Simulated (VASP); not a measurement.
# TiP5 (F-43m) in VASP: notebook, part 2 of 2

VASP 6.6.1.

**3. Relaxation of cell and atoms, PBE (species swapped into the ZrNi5 type (F-43m, No. 216))**

Input file INCAR:

```
SYSTEM = TiP5
PREC = Accurate
ENCUT = 600
EDIFF = 1E-6
ISMEAR = 0
SIGMA = 0.1
LREAL = .FALSE.
LASPH = .TRUE.
NELM = 100
ALGO = Fast
ISIF = 3
LWAVE = .FALSE.
LCHARG = .FALSE.
GGA = PE
IBRION = 2
NSW = 100
EDIFFG = -0.01
```

Input file KPOINTS:

```
Automatic mesh
0
G
  10 10 10
  0 0 0
```

Input file POSCAR:

```
TiP5
1.0
    0.0000000000      3.5419282958      3.5419282958
    3.5419282958      0.0000000000      3.5419282958
    3.5419282958      3.5419282958      0.0000000000
Ti P
1 5
Direct
    0.0000000000      0.0000000000      0.0000000000
    0.7500000000      0.7500000000      0.7500000000
    0.3757918801      0.3757918801      0.8726243598
    0.3757918801      0.8726243598      0.3757918801
    0.8726243598      0.3757918801      0.3757918801
    0.3757918801      0.3757918801      0.3757918801
```

Potentials or basis: VASP PAW PBE potentials, release 64 (Ti_sv, P).

Command:

```bash
$ cat potpaw_PBE.64/Ti_sv/POTCAR potpaw_PBE.64/P/POTCAR > POTCAR
$ mpirun -np 1 vasp_std > vasp.out
```

OUTCAR:

```text
SYSTEM = TiP5
   PREC = Accurate
   ENCUT = 600
   EDIFF = 1E-6
   ISMEAR = 0
   LREAL = .FALSE.
   LASPH = .TRUE.
   NELM = 100
   ISIF = 3
   GGA = PE
   IBRION = 2
   NSW = 100
   EDIFFG = -0.01

 ion  position               nearest neighbor table
   1  0.000  0.000  0.000-   4 2.94   5 2.94   3 2.94   5 2.94   3 2.94   4 2.94   6 2.94   6 2.94
                             6 2.94   3 2.94   4 2.94   5 2.94
   2  0.750  0.750  0.750-   3 2.94   4 2.94   5 2.94   6 2.94   6 2.94   6 2.94   4 2.94   5 2.94
                             3 2.94   3 2.94   5 2.94   4 2.94
   3  0.376  0.376  0.873-   4 2.49   5 2.49   6 2.49   6 2.52   4 2.52   5 2.52   2 2.94   2 2.94
                             2 2.94   1 2.94   1 2.94   1 2.94
   4  0.376  0.873  0.376-   3 2.49   5 2.49   6 2.49   3 2.52   6 2.52   5 2.52   2 2.94   2 2.94
                             2 2.94   1 2.94   1 2.94   1 2.94
   5  0.873  0.376  0.376-   3 2.49   4 2.49   6 2.49   6 2.52   3 2.52   4 2.52   2 2.94   2 2.94
                             2 2.94   1 2.94   1 2.94   1 2.94
   6  0.376  0.376  0.376-   3 2.49   4 2.49   5 2.49   3 2.52   4 2.52   5 2.52   2 2.94   2 2.94
                             2 2.94   1 2.94   1 2.94   1 2.94

  LATTYP: Found a face centered cubic cell.
 ALAT       =     7.0838565916

  Lattice vectors:

 A1 = (   0.0000000000,   3.5419282958,   3.5419282958)
 A2 = (   3.5419282958,   0.0000000000,   3.5419282958)
 A3 = (   3.5419282958,   3.5419282958,   0.0000000000)

Analysis of symmetry for initial positions (statically):
=====================================================================
 Subroutine PRICEL returns:
 Original cell was already a primitive cell.

 Routine SETGRP: Setting up the symmetry group for a
 face centered cubic supercell.

 Subroutine GETGRP returns: Found 24 space group operations
 (whereof 24 operations were pure point group operations)
 out of a pool of 48 trial point group operations.

The static configuration has the point symmetry T_d .

Analysis of symmetry for dynamics (positions and initial velocities):
=====================================================================
 Subroutine PRICEL returns:
 Original cell was already a primitive cell.

 Routine SETGRP: Setting up the symmetry group for a
 face centered cubic supercell.

 Subroutine GETGRP returns: Found 24 space group operations
 (whereof 24 operations were pure point group operations)
 out of a pool of 48 trial point group operations.

The dynamic configuration has the point symmetry T_d .

 Subroutine INISYM returns: Found 24 space group operations
 (whereof 24 operations are pure point group operations),
 and found     1 'primitive' translations

----------------------------------------------------------------------------------------

                                     Primitive cell

  volume of cell :      88.8688

  direct lattice vectors                    reciprocal lattice vectors
     0.000000000  3.541928296  3.541928296    -0.141166042  0.141166042  0.141166042
     3.541928296  0.000000000  3.541928296     0.141166042 -0.141166042  0.141166042
     3.541928296  3.541928296  0.000000000     0.141166042  0.141166042 -0.141166042

  length of vectors
     5.009043033  5.009043033  5.009043033     0.244506758  0.244506758  0.244506758

  position of ions in fractional coordinates (direct lattice)
     0.000000000  0.000000000  0.000000000
     0.750000000  0.750000000  0.750000000
     0.375791880  0.375791880  0.872624360
     0.375791880  0.872624360  0.375791880
     0.872624360  0.375791880  0.375791880
     0.375791880  0.375791880  0.375791880

  ion indices of the primitive-cell ions
   primitive index   ion index
                 1           1
                 2           2
                 3           3
                 4           4
                 5           5
                 6           6

----------------------------------------------------------------------------------------

 KPOINTS: Automatic mesh

Automatic generation of k-mesh.
 Grid dimensions read from file:
 generate k-points for:   10   10   10

 Generating k-lattice:

  Cartesian coordinates                     Fractional coordinates (reciprocal lattice)
    -0.014116604  0.014116604  0.014116604     0.100000000  0.000000000  0.000000000
     0.014116604 -0.014116604  0.014116604     0.000000000  0.100000000  0.000000000
     0.014116604  0.014116604 -0.014116604     0.000000000  0.000000000  0.100000000

  Length of vectors
     0.024450676  0.024450676  0.024450676

  Shift w.r.t. Gamma in fractional coordinates (k-lattice)
     0.000000000  0.000000000  0.000000000

 Subroutine IBZKPT returns following result:
 ===========================================

 Found     47 irreducible k-points:

 Following reciprocal coordinates:
            Coordinates               Weight
  0.000000  0.000000  0.000000      1.000000
  0.100000  0.000000  0.000000      8.000000
  0.200000  0.000000  0.000000      8.000000
  0.300000  0.000000  0.000000      8.000000
  0.400000  0.000000  0.000000      8.000000
  0.500000  0.000000  0.000000      4.000000
[... 16 lines left out ...]
  0.300000  0.300000  0.000000      6.000000
  0.400000  0.300000  0.000000     24.000000
 [... further k-points ...]
   k-points           NKPTS =     47   k-points in BZ     NKDIM =     47   number of bands    NBANDS=     22
   number of dos      NEDOS =    301   number of ions     NIONS =      6
   total plane-waves  NPLWV =  64000
   dimension x,y,z NGX =    40 NGY =   40 NGZ =   40
   dimension x,y,z NGXF=    80 NGYF=   80 NGZF=   80
   ions per type =               1   5
   NGX,Y,Z   is equivalent  to a cutoff of  13.28, 13.28, 13.28 a.u.
   NGXF,Y,Z  is equivalent  to a cutoff of  26.55, 26.55, 26.55 a.u.
 SYSTEM =  TiP5
   PREC   = accura    normal or accurate (medium, high low for compatibility)
   ISTART =      0    job   : 0-new  1-cont  2-samecut
   ICHARG =      2    charge: 1-file 2-atom 10-const
   ISPIN  =      1    spin polarized calculation?
   LNONCOLLINEAR =      F non collinear calculations
   LSORBIT =      F    spin-orbit coupling
   LASPH  =      T    aspherical Exc in radial PAW
   ENCUT  =  600.0 eV  44.10 Ry    6.64 a.u.  10.00 10.00 10.00*2*pi/ulx,y,z
   NELM   =    100;   NELMIN=  2; NELMDL= -5     # of ELM steps
   EDIFF  = 0.1E-05   stopping-criterion for ELM
   LREAL  =      F    real-space projection
   EDIFFG = -.1E-01   stopping-criterion for IOM
   NSW    =    100    number of steps for IOM
   IBRION =      2    ionic relax: 0-MD 1-quasi-New 2-CG
   NFREE  =      1    steps in history (QN), initial steepest desc. (CG)
   ISIF   =      3    stress and relaxation
   ISYM   =      2    0-nonsym 1-usesym 2-fastsym
   POTIM  = 0.5000    time-step for ionic-motion
   TEBEG  =    0.0;   TEEND  =   0.0 temperature during run
   PSTRESS=    0.0 pullay stress
   NELECT =      37.0000    total number of electrons
   NUPDOWN=      -1.0000    fix difference up-down
   EMIN   =  10.00;   EMAX   =-10.00  energy-range for DOS
   EFERMI =   0.00;   METHOD = LEGACY
   ISMEAR =     0;   SIGMA  =   0.10  broadening in eV -4-tet -1-fermi 0-gaus
   EFERMI_NEDOS =   21; number of points for ismear=-14 and -15
   IALGO  =     68    algorithm
   IMIX   =      4    mixing-type and parameters
     AMIX     =   0.40;   BMIX     =  1.00
     AMIX_MAG =   1.60;   BMIX_MAG =  1.00
  volume/ion in A,a.u.               =      14.81        99.95
  Fermi-wavevector in a.u.,A,eV,Ry     =   1.222435  2.310066 20.331817  1.494346
  Thomas-Fermi vector in A             =   2.357582
   LORBIT       =      0    0 simple, 1 ext, 2 COOP (PROOUT), +10 PAW based schemes
   GGA     = PE    functional components
   LHFCALC =     F    Hartree Fock is set to
   AEXX    =    0.0000 exact exchange contribution
   IVDW    =     0    specifies the selected vdW correction
   LEPSILON=     F    determine dielectric tensor
   LRPA    =     F    only Hartree local field effects (RPA)
 conjugate gradient relaxation of ions
 non-spin polarized calculation
 RMM-DIIS sequential band-by-band and
 Gauss-broadening in eV      SIGMA  =   0.10
  energy-cutoff  :      600.00
  volume of cell :       88.87
 maximum number of plane-waves:      2992
   NGX = 21   NGY = 21   NGZ = 21

--------------------------------------- Ionic step        1  -------------------------------------------

 number of electron      37.0000008 magnetization

 Free energy of the ion-electron system (eV)
  ---------------------------------------------------
  ext. energy  EPLUGINS =         0.00000000
  ---------------------------------------------------
  free energy    TOTEN  =       -32.29785578 eV

  energy without entropy =      -32.28147606  energy(sigma->0) =      -32.28966592

 E-fermi :   9.9961     XC(G=0): -11.4892

 val. band max:        9.9855202545   @ k =   0.5000   0.2000   0.1000
 cond. band min:      10.0179812675   @ k =   0.5000   0.3000   0.0000
 fundamental gap:      0.0324610130
 Fermi energy:         9.9961489652

 k-point     1 :       0.0000    0.0000    0.0000
  band No.  band energies     occupation
      1     -47.8051      2.00000
      2     -24.0579      2.00000
      3     -24.0579      2.00000
      4     -24.0579      2.00000
      5      -6.3912      2.00000
      6       0.3320      2.00000
[... 668 lines left out ...]
  energy  without entropy=      -32.2833508907  energy(sigma->0) =      -32.29160695

--------------------------------------- Ionic step        3  -------------------------------------------

 number of electron      37.0000006 magnetization

 Free energy of the ion-electron system (eV)
  ---------------------------------------------------
  ext. energy  EPLUGINS =         0.00000000
  ---------------------------------------------------
  free energy    TOTEN  =       -32.30006154 eV

  energy without entropy =      -32.28358053  energy(sigma->0) =      -32.29182104

 E-fermi :  10.1226     XC(G=0): -11.5305

 val. band max:       10.1146490485   @ k =   0.5000   0.2000   0.1000
 cond. band min:      10.1374874475   @ k =   0.5000   0.3000   0.0000
 fundamental gap:      0.0228383990
 Fermi energy:        10.1226480459

 k-point     1 :       0.0000    0.0000    0.0000
  band No.  band energies     occupation
      1     -47.6673      2.00000
      2     -23.9218      2.00000
      3     -23.9218      2.00000
      4     -23.9218      2.00000
      5      -6.3556      2.00000
      6       0.4082      2.00000
[... 624 lines left out ...]
  FREE ENERGIE OF THE ION-ELECTRON SYSTEM (eV)
  ---------------------------------------------------
  free  energy   TOTEN  =       -32.3000615390 eV

  energy  without entropy=      -32.2835805317  energy(sigma->0) =      -32.29182104

 reached required accuracy - stopping structural energy minimisation
```

CONTCAR:

```text
TiP5
   1.00000000000000
     0.0000000000000000    3.5311999821457674    3.5311999821457674
     3.5311999821457674   -0.0000000000000000    3.5311999821457674
     3.5311999821457674    3.5311999821457674    0.0000000000000000
  Ti              P
     1     5
Direct
     0.0000000000000000    0.0000000000000000    0.0000000000000000
     0.7500000000000000    0.7500000000000000    0.7500000000000000
     0.3758036403270864    0.3758036403270864    0.8725890791187497
     0.3758036403270864    0.8725890791187497    0.3758036403270864
     0.8725890791187497    0.3758036403270864    0.3758036403270864
     0.3758036403270864    0.3758036403270864    0.3758036403270864

  0.00000000E+00  0.00000000E+00  0.00000000E+00
  0.00000000E+00  0.00000000E+00  0.00000000E+00
  0.00000000E+00  0.00000000E+00  0.00000000E+00
  0.00000000E+00  0.00000000E+00  0.00000000E+00
  0.00000000E+00  0.00000000E+00  0.00000000E+00
  0.00000000E+00  0.00000000E+00  0.00000000E+00
```

Wall time 5.4 min (1 thread of Intel Xeon Platinum 8488C (Sapphire Rapids), shared host); peak memory 0.32 GiB.

Results:

```
Free energy                            : -32.3001 eV
Relaxed volume                         : 14.68 Å³/atom
Relaxed cell                           : a = 4.994 Å, b = 4.994 Å, c = 4.994 Å, α = 60.00°, β = 60.00°, γ = 60.00°
Space group after relaxing (to 0.05 Å) : F-43m (No. 216)
Energy gained by relaxing              : 0.4 meV/atom
Ionic steps                            : 3
Pressure after relaxing                : 0.0 GPa
```

Step by step:
| step | energy change (eV) | largest force (eV/Å) | pressure (GPa) | volume (Å³) |
| --- | --- | --- | --- | --- |
| 1 | 0.0000 | 0.0039 | -0.88 | 88.87 |
| 2 | -0.0020 | 0.0007 | 0.25 | 87.83 |
| 3 | -0.0022 | 0.0012 | 0.02 | 88.06 |

Final structure:
```
Ti P
1.0
     0.00000    3.53120    3.53120
     3.53120    0.00000    3.53120
     3.53120    3.53120    0.00000
Ti P
1 5
Cartesian
  0.0000 0.0000 0.0000
  5.2968 5.2968 5.2968
  4.4083 4.4083 2.6541
  4.4083 2.6541 4.4083
  2.6541 4.4083 4.4083
  2.6541 2.6541 2.6541
```

Caveat: the bands computed are all filled at some k points, so no gap is given.

**4. Single point, PBE (species swapped into the ZrNi5 type (F-43m, No. 216))**

Input file INCAR:

```
SYSTEM = TiP5
PREC = Accurate
ENCUT = 520
EDIFF = 1E-7
ISMEAR = 0
SIGMA = 0.1
LREAL = .False.
LASPH = .True.
NELM = 100
ALGO = Normal
ISIF = 2
LWAVE = .False.
LCHARG = .False.
GGA = PE
NBANDS = 28
```

Input file KPOINTS:

```
Automatic mesh
0
Gamma
  4 4 4
  0 0 0
```

Input file POSCAR:

```
TiP5
1.0
    0.0000000000      4.0024819300      4.0024819300
    4.0024819300      0.0000000000      4.0024819300
    4.0024819300      4.0024819300      0.0000000000
Ti P
1 5
Direct
    0.0000000000      0.0000000000      0.0000000000
    0.2500000000      0.2500000000      0.2500000000
    0.1250000000      0.6250000000      0.6250000000
    0.6250000000      0.6250000000      0.6250000000
    0.6250000000      0.1250000000      0.6250000000
    0.6250000000      0.6250000000      0.1250000000
```

Command:

```bash
$ cat potpaw_PBE.64/Ti_sv/POTCAR potpaw_PBE.64/P/POTCAR > POTCAR
$ mpirun -np 1 vasp_std > vasp.out
```

Wall time 34 s (1 thread of Intel Xeon Platinum 8488C (Sapphire Rapids), shared host); peak memory 0.25 GiB.

The run converged. Its results:

| Property | Result |
| --- | --- |
| Free energy | -29.5050 eV |
| Pressure | -18.0 GPa |
| Band gap on the k mesh | none (metal or under the smearing width) |

Levels at points of the mesh, in eV from the Fermi level:
```tsv
k point	band 16	band 17	band 18	band 19	band 20	band 21
(0.00, 0.00, 0.00)	-1.16	-1.16	-1.16	0.56	0.56	0.56
(0.50, 0.00, 0.00)	-1.41	-1.41	-1.31	-0.06	0.20	0.21
(0.50, 0.50, 0.00)	-1.46	-1.46	-0.98	-0.90	-0.41	-0.20
```

Caveat: so large a pressure means that the cell lies far from this level's equilibrium, or that cutoff or potentials fall short.

**5. Overview**

```tsv
task	cell	k mesh	cutoff (eV)	gap on the mesh (eV)	pressure (GPa)
single point	species swapped into the ZrNi5 type (F-43m, No. 216)	10 × 10 × 10	520	none	-0.2
relaxation of cell and atoms	relaxed from: species swapped into the ZrNi5 type (F-43m, No. 216)	10 × 10 × 10	600	-	0.0
single point	species swapped into the ZrNi5 type (F-43m, No. 216)	4 × 4 × 4	520	none	-18.0
```

Alike in all rows: level PBE; potentials or basis VASP PAW PBE potentials, release 64 (Ti_sv, P); no spin polarisation; smearing gaussian 0.1 eV.

Caveats: the bands computed are all filled at some k points, so no gap is given (some runs); so large a pressure means that the cell lies far from this level's equilibrium, or that cutoff or potentials fall short (some runs).

Absolute energies hang on the potentials; compare differences alone.
